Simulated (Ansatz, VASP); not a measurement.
# Pt: VASP beside Ansatz, part 2 of 2

One calculation is typed for both programs; each brings its own data sets. How far apart do they land? The structure shown is the end of the Ansatz relaxation below.

VASP 6.6.1 and Ansatz 0.2.0.

So far. Step 3 (VASP: single point, PBEsol, pair 1): The run ends at a pressure of -0.35 GPa.

**6. VASP: single point, PBEsol, pair 2 (continued)**

Level of this step: PBEsol; plane waves and PAW (Pt) (VASP).

Numbers of over 12 decimals in the logs are rounded to 6 here.

From OUTCAR (step 6):

```text
  Total        2.1479921      2.1479921     -0.1101916      0.0000000      0.0000000     -0.0000000
  in kB       77.4996145     77.4996145     -3.9757156      0.0000000      0.0000000     -0.0000000
  external PRESSURE =      50.3411711 kB  Pullay stress =       0.0000000 kB

 POSITION                                       TOTAL-FORCE (eV/Angst)
 -----------------------------------------------------------------------------------
      0.00000      0.00000      0.00000        -0.000000     -0.000000     -0.000000
     -0.00000      1.56750      2.31877         0.000000     -0.000000     -0.000000
      1.35749      0.78375      4.63754        -0.000000      0.000000      0.000000
 -----------------------------------------------------------------------------------
    total drift:                               -0.000000      0.000000      0.000000

  FREE ENERGIE OF THE ION-ELECTRON SYSTEM (eV)
  ---------------------------------------------------
  free  energy   TOTEN  =       -20.8678877382 eV

  energy  without entropy=      -20.8254501085  energy(sigma->0) =      -20.84666892

[... 1 part as in an earlier step ...]

[... 2 further parts left out ...]
[key lines of the parts left out:]
E-fermi :  11.4576
```

The run ends at a pressure of 5.03 GPa.

**7. Comparison**

What differs besides the data sets and the points named for the pairs above, as far as they apply: the data sets hold 54 valence electrons in Ansatz (on its PAW soft_1 files) and 30 in VASP. Total energies have different zeros and are not compared.

Both answers:

```
      quantity  Ansatz  VASP  difference
pressure (GPa)    5.38  5.03       +0.34
```

**8. Ansatz: relaxation, PBEsol**

This run makes the geometry at which the two programs are then compared. The cell compared in this pair holds 44.76 Å³, against 44.41 Å³ for the pair before.

The structure compared here is the end of the Ansatz relaxation.

File input.yaml:

```yaml
crystal:
  lattice:
    - [2.7426861, 0.0, 0.0]
    - [-1.37134305, 2.3752358372, 0.0]
    - [0.0, 0.0, 6.826758252]
  atoms:
    - { symbol: Pt, position: [0.0, 0.0, 0.0] }
    - { symbol: Pt, position: [0.3333333, 0.6666667, 0.3333333] }
    - { symbol: Pt, position: [0.6666667, 0.3333333, 0.6666667] }
kpoints:
  mp_grid: { grid: [18, 18, 7] }
scf:
  occupations: { method: fermi_dirac, width: 0.05 }
hamiltonian:
  xc: pbesol
  pseudopotentials: { kind: paw, azcp: { folder: soft_1 }, xc_functional: pbe }
basis:
  ecutwfc: 600
output:
  forces: true
  stress: true
  write_density: true
  write_potential: true
  elf: true
  volumetric_format: npy
relax:
  f_tol: 0.005
  max_steps: 70
  cell: { stress_tol: 0.02, p_target: 0, fix: [a, b, alpha, beta, gamma] }
```

The run is started by

```bash
> ansatz run input.yaml --threads 4 --pin off --max-ram 10240MiB --backend cpu --events-out ev --progress --plain --runs-dir out
```

What it wrote:

```text
[...]
Crystal: 3 atoms, lattice volume = 44.473 Å³
Basis set: ecut = 600 eV, 1515 PW (Γ), exchange–correlation on 48×48×120 points (8 copies of the dense FFT grid, shifted against one another)
Bands: 33, of which v1, the nominal top of the filled ones, is band 27 counted from 1 (26 counted from 0)
Symmetry: 36 space group operations
[...]
k-points: 229 of 2268
[...]
--- Relaxed structure (4 steps of the walk, 4 accepted, 1 SCFs on fresh bases) ---
[...]
cell:  # Å, volume = 44.7598 Å³
    - [2.742686, 0, 0]
    - [-1.371343, 2.375236, 0]
    - [0, 0, 6.870771]
  atoms:
    - { symbol: Pt, position: [0, 0, 0] }
    - { symbol: Pt, position: [0.333333, 0.666667, 0.333333] }
    - { symbol: Pt, position: [0.666667, 0.333333, 0.666667] }
[key lines of the parts left out:]
SCF converged after 7 iterations
Free energy (F): -37156.170251 eV
Fermi energy:    23.562876 eV
P = ⅓ Tr σ = 2.4459 GPa (24.459 kbar)
```

**9. VASP: single point, PBEsol, pair 3**

The same cell, functional, mesh and smearing now go to VASP, with its own data sets.

File INCAR:

```
SYSTEM = Pt
PREC = Accurate
ENCUT = 500
EDIFF = 1E-06
NELM = 120
ISMEAR = -1
SIGMA = 0.05
LREAL = .FALSE.
ALGO = Normal
GGA = PS
NBANDS = 21
LASPH = .TRUE.
LORBIT = 11
LWAVE = .FALSE.
LCHARG = .FALSE.
ISIF = 2
GGA_COMPAT = .FALSE.
KPAR = 2
```

File POSCAR:

```
Pt
1.0
    2.7426861000      0.0000000000      0.0000000000
   -1.3713430500      2.3752358372      0.0000000000
    0.0000000000      0.0000000000      6.8707714845
Pt
3
Direct
    0.0000000000      0.0000000000      0.0000000000
    0.3333333333      0.6666666667      0.3333333333
    0.6666666667      0.3333333333      0.6666666667
```

File KPOINTS:

```
Automatic mesh
0
Gamma
18 18 7
0 0 0
```

The projector-augmented-wave data sets are Pt (PBE family, release 64).

The run is started by

```bash
> mpirun -np 2 vasp_std
```

What it wrote:

```text
[... set-up lines as in an earlier step ...]
 entering main loop
       N       E                     dE             d eps       ncg     rms          rms(c)
DAV:   1     0.170487109471E+03    0.17049E+03   -0.15066E+04  9802   0.133E+03
DAV:   2    -0.178114753637E+02   -0.18830E+03   -0.17635E+03 10424   0.295E+02
DAV:   3    -0.222260180472E+02   -0.44145E+01   -0.43240E+01 11132   0.450E+01
DAV:   4    -0.222578622292E+02   -0.31844E-01   -0.31825E-01 10823   0.395E+00
[...]
DAV:  10    -0.209003838574E+02   -0.15261E-04   -0.80597E-06 10854   0.177E-02    0.156E-02
DAV:  11    -0.209003873283E+02   -0.34709E-05   -0.15277E-06  7045   0.910E-03    0.165E-03
DAV:  12    -0.209003873962E+02   -0.67907E-07   -0.88414E-08  5809   0.251E-03
   1 F= -.20900387E+02 E0= -.20877512E+02  d E =-.457514E-01
```

OUTCAR, selected parts (step 9):

```text
  Total        0.9331716      0.9331716     -0.1069282      0.0000000      0.0000000      0.0000000
  in kB       33.4028658     33.4028658     -3.8274951      0.0000000      0.0000000      0.0000000
  external PRESSURE =      20.9927455 kB  Pullay stress =       0.0000000 kB

 POSITION                                       TOTAL-FORCE (eV/Angst)
 -----------------------------------------------------------------------------------
      0.00000      0.00000      0.00000        -0.000000      0.000000     -0.000000
     -0.00000      1.58349      2.29026         0.000000      0.000000     -0.000000
      1.37134      0.79175      4.58051        -0.000000     -0.000000      0.000000
 -----------------------------------------------------------------------------------
    total drift:                               -0.000000      0.000000     -0.000000

  FREE ENERGIE OF THE ION-ELECTRON SYSTEM (eV)
  ---------------------------------------------------
  free  energy   TOTEN  =       -20.9003873962 eV

  energy  without entropy=      -20.8546359523  energy(sigma->0) =      -20.87751167

[... 1 part as in an earlier step ...]

[... 2 further parts left out ...]
[key lines of the parts left out:]
E-fermi :  11.3065
```

The run ends at a pressure of 2.10 GPa.

**10. Comparison**

What differs besides the data sets and the points named for the pairs above, as far as they apply: the data sets hold 54 valence electrons in Ansatz (on its PAW soft_1 files) and 30 in VASP. Total energies have different zeros and are not compared.

Both answers:

```
      quantity  Ansatz  VASP  difference
pressure (GPa)    2.45  2.10       +0.35
```

**11. Results**

```yaml
difference_in_pressure_single_point_pbesol_pair_1: 0.35 GPa
difference_in_pressure_single_point_pbesol_pair_2: 0.34 GPa
difference_in_pressure_single_point_pbesol_pair_3: 0.35 GPa
```

The difference in pressure is 0.35 GPa (single point, PBEsol, pair 1), within the 1 GPa picked in this series as the mark of a large difference. The data sets hold unlike numbers of valence electrons (54 in Ansatz and 30 in VASP), so part of the differences comes from the potentials. 3 further runs of this series are not shown here. Such differences can come from data sets, numerical settings and the points named under the comparisons, not from the functional's error against experiment.

[Lines on the potential files, build, host, timing and source positions are cut from VASP's logs without a mark.]

[Logs are printed without paths, hosts, clocks, repeated set-up lines and the standing remarks that a program may print on its own settings, such as how far it seeks lower states.]

[Hosts, paths, dates, database ids (printed as entryN), source tags and the programs' standing remarks are cut or masked in the printed files.]
